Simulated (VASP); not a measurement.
Level of theory: PBE GGA, VASP's PBE PAW potentials (set 64) (plane waves; VASP).

Input for VASP

File KPOINTS:
```
K-points
0
G
 5 5 4
0 0 0
```

INCAR:
```
LREAL=.False.   # projection in real space or not
LWAVE=.False.
GGA=PE   # PBE
EDIFF=1E-6
ISIF=2   # forces and stress, cell fixed
ALGO=Normal   # blocked Davidson
NELM=100   # most electronic steps
LMAXMIX=4   # l cut-off of mixed one-centre charges
PREC=Accurate
SIGMA=0.05
ENCUT=520   # plane-wave cut-off (eV)
ISMEAR=0
NELECT=40.5
LCHARG=.False.
SYSTEM=PbO
LASPH=.True.   # aspherical one-centre terms
```

File POSCAR:
```
PbO
10.040
  0.3964143426   0.0000000000   0.0000000000
  0.0000000000   0.3964143426   0.0000000000
  0.0000000000   0.0000000000   0.5000000000
Pb O
2 2
Cartesian
  0.1982071713   0.0000000000   0.3825000000
  0.0000000000   0.1982071713   0.1175000000
  0.1982071713   0.1982071713   0.0000000000
  0.0000000000   0.0000000000   0.0000000000
```

POTCAR, in this order: Pb_d O (PBE.64 set). Program: vasp_std.

The run wrote:

**OUTCAR**
```
 ion  position               nearest neighbor table
   1  0.500  0.000  0.765-   3 2.31   4 2.31   3 2.31   4 2.31   2 3.67   2 3.67   2 3.67   2 3.67
                             2 3.87   2 3.87   2 3.87   2 3.87
   2  0.000  0.500  0.235-   3 2.31   4 2.31   4 2.31   3 2.31   1 3.67   1 3.67   1 3.67   1 3.67
                             1 3.87   1 3.87   1 3.87   1 3.87
   3  0.500  0.500  0.000-   1 2.31   2 2.31   1 2.31   2 2.31
   4  0.000  0.000  0.000-   1 2.31   2 2.31   2 2.31   1 2.31
  LATTYP: Found a simple tetragonal cell.
 ALAT       =     3.9800000000
 C/A-ratio  =     1.2613065327
 Subroutine PRICEL returns:
 Original cell was already a primitive cell.
 Subroutine GETGRP returns: Found 16 space group operations
The static configuration has the point symmetry D_2d.
 The point group associated with its full space group is D_4h.
The dynamic configuration has the point symmetry D_2d.
 Subroutine INISYM returns: Found 16 space group operations
 Subroutine IBZKPT returns following result:
 Found     18 irreducible k-points:

 Following reciprocal coordinates:
            Coordinates               Weight
  0.000000  0.000000  0.000000      1.000000
  0.200000  0.000000  0.000000      4.000000
  0.400000  0.000000  0.000000      4.000000
  0.200000  0.200000  0.000000      4.000000
  0.400000  0.200000  0.000000      8.000000
  0.400000  0.400000  0.000000      4.000000
  0.000000  0.000000  0.250000      2.000000
  0.200000  0.000000  0.250000      8.000000
  0.400000  0.000000  0.250000      8.000000
  0.200000  0.200000  0.250000      8.000000
  0.400000  0.200000  0.250000     16.000000
  0.400000  0.400000  0.250000      8.000000
  0.000000  0.000000  0.500000      1.000000
  0.200000  0.000000  0.500000      4.000000
  0.400000  0.000000  0.500000      4.000000
  0.200000  0.200000  0.500000      4.000000
  0.400000  0.200000  0.500000      8.000000
  0.400000  0.400000  0.500000      4.000000
...
```

### OSZICAR
```
       N       E                     dE             d eps       ncg     rms          rms(c)
DAV:   1     0.462361164205E+03    0.46236E+03   -0.20434E+04   864   0.201E+03
DAV:   2     0.401899937929E+02   -0.42217E+03   -0.41642E+03   896   0.501E+02
DAV:   3    -0.205265370949E+02   -0.60717E+02   -0.60331E+02  1200   0.200E+02
DAV:   4    -0.225298372892E+02   -0.20033E+01   -0.20011E+01   936   0.408E+01
DAV:   5    -0.226023160413E+02   -0.72479E-01   -0.72456E-01  1272   0.729E+00    0.127E+01
DAV:   6    -0.180651925179E+02    0.45371E+01   -0.37826E+01  1384   0.470E+01    0.552E+00
DAV:   7    -0.178434365655E+02    0.22176E+00   -0.36291E+00  1128   0.145E+01    0.255E+00
DAV:   8    -0.178561655512E+02   -0.12729E-01   -0.93750E-01  1264   0.686E+00    0.123E+00
DAV:   9    -0.178210671451E+02    0.35098E-01   -0.21911E-01  1368   0.396E+00    0.230E-01
DAV:  10    -0.178229400179E+02   -0.18729E-02   -0.15208E-02  1064   0.817E-01    0.766E-02
DAV:  11    -0.178230524040E+02   -0.11239E-03   -0.17819E-03  1408   0.338E-01    0.443E-02
DAV:  12    -0.178230562282E+02   -0.38242E-05   -0.12166E-04  1104   0.907E-02    0.370E-02
DAV:  13    -0.178230524280E+02    0.38001E-05   -0.22607E-04  1400   0.152E-01    0.203E-02
DAV:  14    -0.178230464352E+02    0.59929E-05   -0.38501E-05  1328   0.706E-02    0.512E-03
DAV:  15    -0.178230467981E+02   -0.36289E-06   -0.16776E-06   784   0.852E-03
   1 F= -.17823047E+02 E0= -.17820906E+02  d E =-.428072E-02
```

**OUTCAR**
```
------------------------ aborting loop because EDIFF is reached ----------------------------------------
  FORCE on cell =-STRESS in cart. coord.  units (eV):
  Direction    XX          YY          ZZ          XY          YZ          ZX
  --------------------------------------------------------------------------------------
  Total        8.5970487      8.5970487      7.7230946      0.0000000      0.0000000      0.0000000
  in kB      173.2168379    173.2168379    155.6080545      0.0000000      0.0000000      0.0000000
  external PRESSURE =     167.3472434 kB  Pullay stress =       0.0000000 kB
  volume of cell :       79.52
      direct lattice vectors                 reciprocal lattice vectors
     3.980000000  0.000000000  0.000000000     0.251256281  0.000000000  0.000000000
     0.000000000  3.980000000  0.000000000     0.000000000  0.251256281  0.000000000
     0.000000000  0.000000000  5.020000000     0.000000000  0.000000000  0.199203187
 POSITION                                       TOTAL-FORCE (eV/Angst)
 -----------------------------------------------------------------------------------
      1.99000      0.00000      3.84030         0.000000     -0.000000     -1.212092
      0.00000      1.99000      1.17970        -0.000000     -0.000000      1.212092
      1.99000      1.99000      0.00000         0.000000      0.000000      0.000000
      0.00000      0.00000      0.00000         0.000000     -0.000000      0.000000
 -----------------------------------------------------------------------------------
    total drift:                                0.000000      0.000000      0.000000
  FREE ENERGIE OF THE ION-ELECTRON SYSTEM (eV)
  ---------------------------------------------------
  free  energy   TOTEN  =       -17.8230467981 eV

  energy  without entropy=      -17.8187660787  energy(sigma->0) =      -17.82090644
```
(Selected blocks of OUTCAR.)

The cell is charged, with a uniform compensating background.

The compound is PbO in the litharge structure. The cell was not relaxed at this level. The k-mesh is coarse (spacing up to 0.32 per Å, 2π included), so the numbers may not be converged in it. The run is one of a series of settings (NELECT = 40.5 against the base run), some of them coarse on purpose.
